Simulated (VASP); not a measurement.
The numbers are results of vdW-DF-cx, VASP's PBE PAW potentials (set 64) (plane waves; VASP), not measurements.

VASP ran on this input.

**INCAR**
```
AGGAC = 0.0
ALGO = Normal
EDIFF = 1E-7
ENCUT = 520
GGA = CX
ISIF = 2
ISMEAR = -5
LASPH = T
LCHARG = T
LMAXMIX = 4
LORBIT = 11
LREAL = F
LUSE_VDW = T
LWAVE = F
NEDOS = 601
NELM = 100
PREC = Accurate
SYSTEM = Cs
```

### KPOINTS
```
Automatic mesh
0
Gamma
10 10 10
0 0 0
```

File POSCAR:
```
Cs
1.0
 -3.0201285658   3.0201285658   3.0201285658
  3.0201285658  -3.0201285658   3.0201285658
  3.0201285658   3.0201285658  -3.0201285658
Cs
1
Cart
  0.0000000000   0.0000000000   0.0000000000
```

POTCAR, in this order: Cs_sv (PBE.64 set). Program: vasp_std.

The resulting files:

OUTCAR:
```
 ion  position               nearest neighbor table
   1  0.000  0.000  0.000-
  LATTYP: Found a body centered cubic cell.
 ALAT       =     6.0402571316
 Subroutine PRICEL returns:
 Original cell was already a primitive cell.
 Subroutine GETGRP returns: Found 48 space group operations
The static configuration has the point symmetry O_h .
The dynamic configuration has the point symmetry O_h .
 Subroutine INISYM returns: Found 48 space group operations
 Subroutine IBZKPT returns following result:
 Found     47 irreducible k-points:

 Following reciprocal coordinates:
            Coordinates               Weight
  0.000000  0.000000  0.000000      1.000000
  0.100000  0.000000  0.000000     12.000000
  0.200000  0.000000  0.000000     12.000000
  0.300000  0.000000  0.000000     12.000000
  0.400000  0.000000  0.000000     12.000000
  0.500000  0.000000  0.000000      6.000000
  0.100000  0.100000  0.000000     24.000000
  0.200000  0.100000 -0.000000     48.000000
  0.300000  0.100000  0.000000     48.000000
  0.400000  0.100000  0.000000     48.000000
  0.200000  0.200000  0.000000     24.000000
  0.300000  0.200000 -0.000000     48.000000
  0.400000  0.200000  0.000000     24.000000
  0.300000  0.300000  0.000000     24.000000
  0.100000  0.100000  0.100000      8.000000
  0.200000  0.100000  0.100000     24.000000
  0.300000  0.100000  0.100000     24.000000
  0.400000  0.100000  0.100000     12.000000
 -0.100000  0.100000  0.100000      6.000000
  0.200000  0.200000  0.100000     24.000000
  0.300000  0.200000  0.100000     48.000000
 -0.200000  0.200000  0.100000     24.000000
  0.300000  0.300000  0.100000      8.000000
 -0.300000  0.300000  0.100000     24.000000
 -0.200000  0.300000  0.100000     24.000000
 -0.400000  0.400000  0.100000     24.000000
 -0.300000  0.400000  0.100000     48.000000
  0.500000  0.500000  0.100000     12.000000
 -0.400000  0.500000  0.100000     48.000000
 -0.300000  0.500000  0.100000     24.000000
 -0.400000 -0.400000  0.100000     24.000000
  0.200000  0.200000  0.200000      8.000000
  0.300000  0.200000  0.200000     12.000000
 -0.200000  0.200000  0.200000      6.000000
 -0.300000  0.300000  0.200000     24.000000
 -0.400000  0.400000  0.200000     24.000000
 -0.300000  0.400000  0.200000     24.000000
  0.500000  0.500000  0.200000     12.000000
 -0.400000  0.500000  0.200000     48.000000
 -0.400000 -0.400000  0.200000      8.000000
   k-points           NKPTS =     47   k-points in BZ     NKDIM =     47   number of bands    NBANDS=      8
   number of dos      NEDOS =    601   number of ions     NIONS =      1
   total plane-waves  NPLWV =  64000
   dimension x,y,z NGX =    40 NGY =   40 NGZ =   40
   dimension x,y,z NGXF=    80 NGYF=   80 NGZF=   80
   ions per type =               1
   PREC   = accura    normal or accurate (medium, high low for compatibility)
   ISTART =      0    job   : 0-new  1-cont  2-samecut
   ICHARG =      2    charge: 1-file 2-atom 10-const
   ISPIN  =      1    spin polarized calculation?
   LNONCOLLINEAR =      F non collinear calculations
   LSORBIT =      F    spin-orbit coupling
   INIWAV =      1    electr: 0-lowe 1-rand  2-diag
   ENCUT  =  520.0 eV  38.22 Ry    6.18 a.u.   9.73  9.73  9.73*2*pi/ulx,y,z
   NELM   =    100;   NELMIN=  2; NELMDL= -5     # of ELM steps
   EDIFF  = 0.1E-06   stopping-criterion for ELM
   LREAL  =      F    real-space projection
   NLSPLINE    = F    spline interpolate recip. space projectors
   LMAXMIX     =    4 max onsite mixed and CHGCAR
   VOSKOWN=      0    Vosko Wilk Nusair interpolation
...
```

### OSZICAR
```
       N       E                     dE             d eps       ncg     rms          rms(c)
DAV:   1     0.554155709050E+02    0.55416E+02   -0.30501E+03   752   0.791E+02
DAV:   2     0.634265600601E+01   -0.49073E+02   -0.48491E+02  1024   0.123E+02
DAV:   3     0.210158183218E+01   -0.42411E+01   -0.42399E+01   768   0.443E+01
DAV:   4     0.204897429712E+01   -0.52608E-01   -0.52603E-01  1368   0.592E+00
DAV:   5     0.204891247358E+01   -0.61824E-04   -0.61804E-04   984   0.118E-01    0.138E-01
DAV:   6     0.204717229036E+01   -0.17402E-02   -0.15031E-03  1224   0.217E-01    0.971E-02
DAV:   7     0.204469437151E+01   -0.24779E-02   -0.67106E-03   856   0.472E-01    0.330E-02
DAV:   8     0.204452643434E+01   -0.16794E-03   -0.30625E-04  1144   0.103E-01    0.637E-03
DAV:   9     0.204451385197E+01   -0.12582E-04   -0.22621E-05  1144   0.234E-02    0.346E-03
DAV:  10     0.204451315260E+01   -0.69938E-06   -0.63902E-06  1120   0.128E-02    0.877E-04
DAV:  11     0.204451300418E+01   -0.14842E-06   -0.14738E-07  1112   0.215E-03    0.492E-04
DAV:  12     0.204451297890E+01   -0.25280E-07   -0.11739E-07   992   0.164E-03
   1 F= 0.20445130E+01 E0= 0.20445130E+01  d E =0.000000E+00
```

### OUTCAR
```
------------------------ aborting loop because EDIFF is reached ----------------------------------------
  FORCE on cell =-STRESS in cart. coord.  units (eV):
  Direction    XX          YY          ZZ          XY          YZ          ZX
  --------------------------------------------------------------------------------------
  Total       -0.0063102     -0.0063102     -0.0063102     -0.0000000     -0.0000000      0.0000000
  in kB       -0.0917531     -0.0917531     -0.0917531     -0.0000000     -0.0000000      0.0000000
  external PRESSURE =      -0.0917531 kB  Pullay stress =       0.0000000 kB
  volume of cell :      110.19
      direct lattice vectors                 reciprocal lattice vectors
    -3.020128566  3.020128566  3.020128566     0.000000000  0.165555866  0.165555866
     3.020128566 -3.020128566  3.020128566     0.165555866  0.000000000  0.165555866
     3.020128566  3.020128566 -3.020128566     0.165555866  0.165555866  0.000000000
 POSITION                                       TOTAL-FORCE (eV/Angst)
 -----------------------------------------------------------------------------------
      0.00000      0.00000      0.00000         0.000000      0.000000      0.000000
 -----------------------------------------------------------------------------------
    total drift:                                0.000000      0.000000      0.000000
  FREE ENERGIE OF THE ION-ELECTRON SYSTEM (eV)
  ---------------------------------------------------
  free  energy   TOTEN  =         2.0445129789 eV

  energy  without entropy=        2.0445129789  energy(sigma->0) =        2.04451298

 total charge

# of ion       s       p       d       tot
------------------------------------------
    1        1.855   4.673   0.010   6.538
```
(Selected blocks of OUTCAR.)

**OUTCAR**
```
 val. band max:        0.5128582372   @ k =  -0.3000   0.3000   0.3000

 cond. band min:       0.5654938276   @ k =   0.5000   0.0000   0.0000


 Fermi energy:         0.5559758161

 k-point     1 :       0.0000    0.0000    0.0000
  band No.  band energies     occupation
      1     -23.3235      2.00000
      2     -10.0363      2.00000
      3     -10.0363      2.00000
      4     -10.0363      2.00000
      5      -1.1802      2.00000
      6       3.0929      0.00000
      7       3.0929      0.00000
      8       3.0929      0.00000

 k-point     2 :       0.1000    0.0000    0.0000
  band No.  band energies     occupation
      1     -23.3227      2.00000
      2     -10.0519      2.00000
      3     -10.0412      2.00000
      4     -10.0363      2.00000
      5      -1.0650      2.00000
      6       2.9665      0.00000
      7       2.9761      0.00000
      8       3.2089      0.00000

 k-point     3 :       0.2000    0.0000    0.0000
  band No.  band energies     occupation
      1     -23.3206      2.00000
      2     -10.0921      2.00000
      3     -10.0543      2.00000
      4     -10.0364      2.00000
      5      -0.7371      2.00000
      6       2.5474      0.00000
      7       2.6972      0.00000
      8       3.5514      0.00000

 k-point     4 :       0.3000    0.0000    0.0000
  band No.  band energies     occupation
      1     -23.3181      2.00000
      2     -10.1407      2.00000
      3     -10.0702      2.00000
      4     -10.0365      2.00000
      5      -0.2518      2.00010
      6       2.0493      0.00000
      7       2.4371      0.00000
      8       3.8825      0.00000

 k-point     5 :       0.4000    0.0000    0.0000
  band No.  band energies     occupation
      1     -23.3161      2.00000
      2     -10.1790      2.00000
      3     -10.0831      2.00000
      4     -10.0366      2.00000
      5       0.2756      2.25911
      6       1.6478      0.00000
      7       2.2619      0.00000
...
```

For a metal the tetrahedron method with Blöchl corrections gives inexact stress and forces. Unless said otherwise, spin-orbit coupling is left out, though it shifts the bands of the heavy elements here.

The compound is Cs in the bcc structure. It was relaxed first.
